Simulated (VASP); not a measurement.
Calculation: PBE GGA, VASP's PBE PAW potentials (set 64) (plane waves; VASP 6.6.1).

VASP input:

INCAR:
```
ALGO = Normal
AMIX = 0.1
BMIX = 3.0
EDIFF = 1E-6
ENCUT = 400
GGA = PE
IMIX = 1
ISIF = 2
ISMEAR = 1
LASPH = T
LCHARG = F
LMAXMIX = 4
LREAL = F
LWAVE = F
NELM = 100
PREC = Accurate
SIGMA = 0.1
SYSTEM = GeRh
```

File KPOINTS:
```
Automatic mesh
0
Gamma
11 11 11
0 0 0
```

### POSCAR
```
GeRh
3.0480010
  1.0000000000   0.0000000000   0.0000000000
  0.0000000000   1.0000000000   0.0000000000
  0.0000000000   0.0000000000   1.0000000000
Rh Ge
1 1
Direct
  0.0000000000   0.0000000000   0.0000000000
  0.5000000000   0.5000000000   0.5000000000
```

POTCAR, in this order: Rh_pv Ge_d (PBE.64 set). Program: vasp_std.

Output

File OSZICAR:
```
       N       E                     dE             d eps       ncg     rms          rms(c)
DAV:   1     0.209275919795E+03    0.20928E+03   -0.14170E+04  2324   0.343E+03
DAV:   2     0.238882002572E+01   -0.20689E+03   -0.20231E+03  2084   0.563E+02
DAV:   3    -0.122596891118E+02   -0.14649E+02   -0.14219E+02  2188   0.122E+02
DAV:   4    -0.126167745353E+02   -0.35709E+00   -0.35055E+00  2200   0.191E+01
DAV:   5    -0.126246110323E+02   -0.78365E-02   -0.78349E-02  2252   0.303E+00    0.978E+00
DAV:   6    -0.125513766992E+02    0.73234E-01   -0.38040E-02  2162   0.163E+00    0.846E+00
DAV:   7    -0.124989065191E+02    0.52470E-01   -0.24258E-02  2142   0.126E+00    0.736E+00
DAV:   8    -0.124609341762E+02    0.37972E-01   -0.16090E-02  2124   0.104E+00    0.644E+00
DAV:   9    -0.124331924250E+02    0.27742E-01   -0.10924E-02  2124   0.875E-01    0.565E+00
DAV:  10    -0.124127063165E+02    0.20486E-01   -0.74323E-03  2148   0.739E-01    0.497E+00
DAV:  11    -0.123973639119E+02    0.15342E-01   -0.50822E-03  2130   0.628E-01    0.439E+00
DAV:  12    -0.123856874048E+02    0.11677E-01   -0.35021E-03  2178   0.536E-01    0.389E+00
DAV:  13    -0.123766499892E+02    0.90374E-02   -0.24338E-03  2186   0.459E-01    0.345E+00
DAV:  14    -0.123695382557E+02    0.71117E-02   -0.17134E-03  2210   0.396E-01    0.306E+00
DAV:  15    -0.123638518984E+02    0.56864E-02   -0.12190E-03  2254   0.343E-01    0.273E+00
DAV:  16    -0.123592368738E+02    0.46150E-02   -0.87857E-04  2284   0.299E-01    0.243E+00
DAV:  17    -0.123554397513E+02    0.37971E-02   -0.64183E-04  2382   0.262E-01    0.217E+00
DAV:  18    -0.123522765492E+02    0.31632E-02   -0.47521E-04  2486   0.231E-01    0.194E+00
DAV:  19    -0.123496120229E+02    0.26645E-02   -0.35640E-04  2520   0.205E-01    0.174E+00
DAV:  20    -0.123473457754E+02    0.22662E-02   -0.27202E-04  2570   0.183E-01    0.155E+00
DAV:  21    -0.123454019483E+02    0.19438E-02   -0.21091E-04  2606   0.163E-01    0.139E+00
DAV:  22    -0.123437225729E+02    0.16794E-02   -0.16611E-04  2606   0.146E-01    0.125E+00
DAV:  23    -0.123422627511E+02    0.14598E-02   -0.13288E-04  2612   0.132E-01    0.112E+00
DAV:  24    -0.123409872122E+02    0.12755E-02   -0.10786E-04  2618   0.119E-01    0.101E+00
DAV:  25    -0.123398678872E+02    0.11193E-02   -0.88716E-05  2590   0.108E-01    0.911E-01
DAV:  26    -0.123388821459E+02    0.98574E-03   -0.73911E-05  2602   0.989E-02    0.822E-01
DAV:  27    -0.123380115107E+02    0.87064E-03   -0.62162E-05  2558   0.905E-02    0.741E-01
DAV:  28    -0.123372407107E+02    0.77080E-03   -0.52849E-05  2546   0.830E-02    0.670E-01
DAV:  29    -0.123365569879E+02    0.68372E-03   -0.45246E-05  2494   0.763E-02    0.606E-01
DAV:  30    -0.123359495761E+02    0.60741E-03   -0.39027E-05  2474   0.704E-02    0.549E-01
DAV:  31    -0.123354093035E+02    0.54027E-03   -0.33813E-05  2454   0.650E-02    0.497E-01
DAV:  32    -0.123349282858E+02    0.48102E-03   -0.29456E-05  2448   0.601E-02    0.452E-01
DAV:  33    -0.123344997082E+02    0.42858E-03   -0.25746E-05  2428   0.556E-02    0.411E-01
DAV:  34    -0.123341176379E+02    0.38207E-03   -0.22590E-05  2416   0.516E-02    0.374E-01
DAV:  35    -0.123337768916E+02    0.34075E-03   -0.19873E-05  2402   0.479E-02    0.341E-01
DAV:  36    -0.123334729047E+02    0.30399E-03   -0.17498E-05  2400   0.446E-02    0.311E-01
DAV:  37    -0.123332016616E+02    0.27124E-03   -0.15463E-05  2388   0.415E-02    0.284E-01
DAV:  38    -0.123329596029E+02    0.24206E-03   -0.13630E-05  2280   0.387E-02    0.260E-01
DAV:  39    -0.123327435698E+02    0.21603E-03   -0.12100E-05  2170   0.360E-02    0.238E-01
DAV:  40    -0.123325507680E+02    0.19280E-03   -0.10712E-05  2000   0.333E-02    0.219E-01
DAV:  41    -0.123323787099E+02    0.17206E-03   -0.95705E-06  1920   0.307E-02    0.201E-01
DAV:  42    -0.123322251892E+02    0.15352E-03   -0.84793E-06  1902   0.283E-02    0.185E-01
DAV:  43    -0.123320882156E+02    0.13697E-03   -0.74955E-06  1894   0.263E-02    0.171E-01
DAV:  44    -0.123319660142E+02    0.12220E-03   -0.66286E-06  1882   0.247E-02    0.158E-01
DAV:  45    -0.123318570000E+02    0.10901E-03   -0.58998E-06  1878   0.233E-02    0.146E-01
DAV:  46    -0.123317597682E+02    0.97232E-04   -0.52406E-06  1872   0.219E-02    0.135E-01
DAV:  47    -0.123316730550E+02    0.86713E-04   -0.46691E-06  1864   0.207E-02    0.125E-01
DAV:  48    -0.123315957399E+02    0.77315E-04   -0.41486E-06  1852   0.195E-02    0.117E-01
DAV:  49    -0.123315268129E+02    0.68927E-04   -0.36937E-06  1824   0.184E-02    0.108E-01
DAV:  50    -0.123314653760E+02    0.61437E-04   -0.32879E-06  1778   0.173E-02    0.101E-01
DAV:  51    -0.123314106231E+02    0.54753E-04   -0.29274E-06  1692   0.163E-02    0.941E-02
DAV:  52    -0.123313618386E+02    0.48785E-04   -0.26040E-06  1708   0.154E-02    0.878E-02
DAV:  53    -0.123313183773E+02    0.43461E-04   -0.23176E-06  1648   0.145E-02    0.820E-02
DAV:  54    -0.123312796659E+02    0.38711E-04   -0.20620E-06  1628   0.137E-02    0.767E-02
DAV:  55    -0.123312451909E+02    0.34475E-04   -0.18383E-06  1612   0.130E-02    0.718E-02
DAV:  56    -0.123312144957E+02    0.30695E-04   -0.16328E-06  1598   0.122E-02    0.673E-02
DAV:  57    -0.123311871692E+02    0.27327E-04   -0.14570E-06  1574   0.115E-02    0.631E-02
DAV:  58    -0.123311628430E+02    0.24326E-04   -0.12550E-06  1502   0.109E-02    0.592E-02
DAV:  59    -0.123311411852E+02    0.21658E-04   -0.11700E-06  1348   0.103E-02    0.556E-02
DAV:  60    -0.123311219082E+02    0.19277E-04   -0.12197E-06  1336   0.959E-03    0.522E-02
DAV:  61    -0.123311047597E+02    0.17148E-04   -0.10336E-06  1248   0.901E-03    0.491E-02
DAV:  62    -0.123310895057E+02    0.15254E-04   -0.95933E-07  1160   0.834E-03    0.461E-02
DAV:  63    -0.123310759478E+02    0.13558E-04   -0.87286E-07  1188   0.759E-03    0.434E-02
DAV:  64    -0.123310638974E+02    0.12050E-04   -0.73850E-07  1134   0.697E-03    0.408E-02
DAV:  65    -0.123310531859E+02    0.10712E-04   -0.66565E-07  1138   0.662E-03    0.384E-02
DAV:  66    -0.123310436655E+02    0.95204E-05   -0.60548E-07  1062   0.624E-03    0.362E-02
DAV:  67    -0.123310352065E+02    0.84590E-05   -0.55108E-07  1056   0.589E-03    0.341E-02
DAV:  68    -0.123310276931E+02    0.75134E-05   -0.48647E-07  1050   0.555E-03    0.321E-02
DAV:  69    -0.123310210197E+02    0.66735E-05   -0.44854E-07  1032   0.531E-03    0.303E-02
DAV:  70    -0.123310150946E+02    0.59251E-05   -0.39967E-07  1022   0.507E-03    0.285E-02
DAV:  71    -0.123310098342E+02    0.52605E-05   -0.37520E-07  1046   0.482E-03    0.269E-02
DAV:  72    -0.123310051642E+02    0.46699E-05   -0.32400E-07  1018   0.458E-03    0.254E-02
DAV:  73    -0.123310010218E+02    0.41425E-05   -0.30513E-07  1028   0.434E-03    0.239E-02
DAV:  74    -0.123309973473E+02    0.36744E-05   -0.26148E-07  1010   0.413E-03    0.226E-02
DAV:  75    -0.123309940893E+02    0.32580E-05   -0.24558E-07  1012   0.389E-03    0.213E-02
DAV:  76    -0.123309912014E+02    0.28879E-05   -0.20941E-07  1018   0.370E-03    0.201E-02
DAV:  77    -0.123309886409E+02    0.25605E-05   -0.19665E-07  1008   0.349E-03    0.190E-02
DAV:  78    -0.123309863723E+02    0.22686E-05   -0.16783E-07  1008   0.332E-03    0.179E-02
DAV:  79    -0.123309843644E+02    0.20079E-05   -0.15663E-07  1008   0.313E-03    0.169E-02
DAV:  80    -0.123309825871E+02    0.17773E-05   -0.13402E-07  1008   0.297E-03    0.159E-02
DAV:  81    -0.123309810128E+02    0.15743E-05   -0.12454E-07  1008   0.280E-03    0.150E-02
DAV:  82    -0.123309796202E+02    0.13926E-05   -0.10679E-07  1008   0.265E-03    0.142E-02
DAV:  83    -0.123309783891E+02    0.12312E-05   -0.98784E-08  1008   0.250E-03    0.134E-02
DAV:  84    -0.123309772993E+02    0.10898E-05   -0.84843E-08  1008   0.236E-03    0.127E-02
DAV:  85    -0.123309763375E+02    0.96182E-06   -0.78255E-08  1008   0.222E-03
   1 F= -.12330976E+02 E0= -.12330897E+02  d E =-.238539E-03
```

OUTCAR:
```
------------------------ aborting loop because EDIFF is reached ----------------------------------------
  FORCE on cell =-STRESS in cart. coord.  units (eV):
  Direction    XX          YY          ZZ          XY          YZ          ZX
  --------------------------------------------------------------------------------------
  Total        0.8104362      0.8104362      0.8104362     -0.0000000      0.0000000     -0.0000000
  in kB       45.8547281     45.8547281     45.8547281     -0.0000000      0.0000000     -0.0000000
  external PRESSURE =      45.8547281 kB  Pullay stress =       0.0000000 kB
  volume of cell :       28.32
      direct lattice vectors                 reciprocal lattice vectors
     3.048001000  0.000000000  0.000000000     0.328083882  0.000000000  0.000000000
     0.000000000  3.048001000  0.000000000     0.000000000  0.328083882  0.000000000
     0.000000000  0.000000000  3.048001000     0.000000000  0.000000000  0.328083882
 POSITION                                       TOTAL-FORCE (eV/Angst)
 -----------------------------------------------------------------------------------
      0.00000      0.00000      0.00000         0.000000      0.000000      0.000000
      1.52400      1.52400      1.52400         0.000000      0.000000      0.000000
 -----------------------------------------------------------------------------------
    total drift:                               -0.000000      0.000000     -0.000000
  FREE ENERGIE OF THE ION-ELECTRON SYSTEM (eV)
  ---------------------------------------------------
  free  energy   TOTEN  =       -12.3309763375 eV

  energy  without entropy=      -12.3307377987  energy(sigma->0) =      -12.33089682
```
(Selected blocks of OUTCAR.)

The structure was generated: GeRh was put into the CsCl type (Pm-3m), which need not be its known phase. The cell was not relaxed at this level. The run is one of a series of settings (AMIX = 0.1, BMIX = 3.0, IMIX = 1 against the base run), some of them coarse on purpose. The electron count is odd and the run is not spin-polarised, which forces a metal.
